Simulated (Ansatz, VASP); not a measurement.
# One calculation of SiPb, two programs

The input INCAR:

```
PREC = Accurate
ENCUT = 520
EDIFF = 1E-6
ISMEAR = -1
SIGMA = 0.08
LREAL = False
LASPH = True
NELM = 80
ALGO = Normal
ISIF = 2
LWAVE = False
LCHARG = False
GGA = PS
NBANDS = 16
```

Contents of KPOINTS:

```
Automatic mesh
0
Gamma
  11 11 11
```

File POSCAR:

```
SiPb
1.0
    3.3778731260      0.0000000000      0.0000000000
    0.0000000000      3.3778731260      0.0000000000
    0.0000000000      0.0000000000      3.3778731260
Pb Si
1 1
Direct
    0.0000000000      0.0000000000      0.0000000000
    0.5000000000      0.5000000000      0.5000000000
```

Input for Ansatz:

```yaml
crystal:
  lattice:
    - [3.377873126, 0.0, 0.0]
    - [0.0, 3.377873126, 0.0]
    - [0.0, 0.0, 3.377873126]
  atoms:
    - { symbol: Pb, position: [0.0, 0.0, 0.0] }
    - { symbol: Si, position: [0.5, 0.5, 0.5] }
kpoints:
  mp_grid: { grid: [11, 11, 11] }
scf:
  occupations: { method: fermi_dirac, width: 0.08 }
hamiltonian:
  xc: pbesol
  pseudopotentials: { kind: all_electron, lapw: { basis_error: 0.001 } }
output:
  forces: true
  stress: true
  eigenvalues: true
  populations: true
```

Change from the starting cell: volume scaled by 0.84, LAPW.

Alike in both runs: task single point; functional PBEsol; k mesh 11 × 11 × 11; occupations fermi-dirac, width 0.08 eV; no spin polarisation.

```csv
,VASP,Ansatz
version,VASP 6.6.1,Ansatz 0.2.0
potentials or method,"VASP PAW PBE potentials, release 64 (Pb_d, Si)","all-electron LAPW, scalar-relativistic"
plane-wave cutoff (eV),520,see its input
```

|  | VASP | Ansatz | Ansatz less VASP |
| --- | --- | --- | --- |
| pressure (GPa) | 16.0 | 16.0 | +0.01 |

Ansatz ran all-electron here, so the differences hold the error of VASP's frozen core and of both bases.

Caveats: so large a pressure means that the cell lies far from this level's equilibrium, or that cutoff or potentials fall short (VASP); the potentials were made for another functional, which shifts forces and pressure (VASP). Spin-orbit coupling is left out, which matters for the levels of Pb.
